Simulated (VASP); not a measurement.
Given:

```yaml
crystal:
  lattice:
    - [2.79304, 0.00000, 0.00000]
    - [0.00000, 2.79304, 0.00000]
    - [0.00000, 0.00000, 2.79304]
  atoms:
    - { symbol: Al, position: [0.50000, 0.50000, 0.50000] }
    - { symbol: Co, position: [0.00000, 0.00000, 0.00000] }
```

All values below come from PBE GGA, VASP's PBE PAW potentials (set 64) (plane waves; VASP). Settings: 520 eV cut-off, 13×13×13 Γ-centred mesh, first-order Methfessel-Paxton smearing of 0.10 eV, potentials Al Co.

Question: What does the run give for the energy per atom (σ→0), pressure, band gap (on the k-mesh) with the smallest direct gap where there is one?

Answer: 
| Item | Value |
|---|---|
| band gap (on the k-mesh) | none (metal, semimetal or under 0.01 eV) |
| energy per atom (σ→0) | -5.968 eV/atom |
| pressure | 12.72 GPa |

Only differences to runs with the same potentials and settings are physical.

The compound is CoAl in the CsCl type structure. This cell is one point of a volume scan, at 0.94 of the reference volume. The run is not spin-polarised, so no magnetic state was tried.
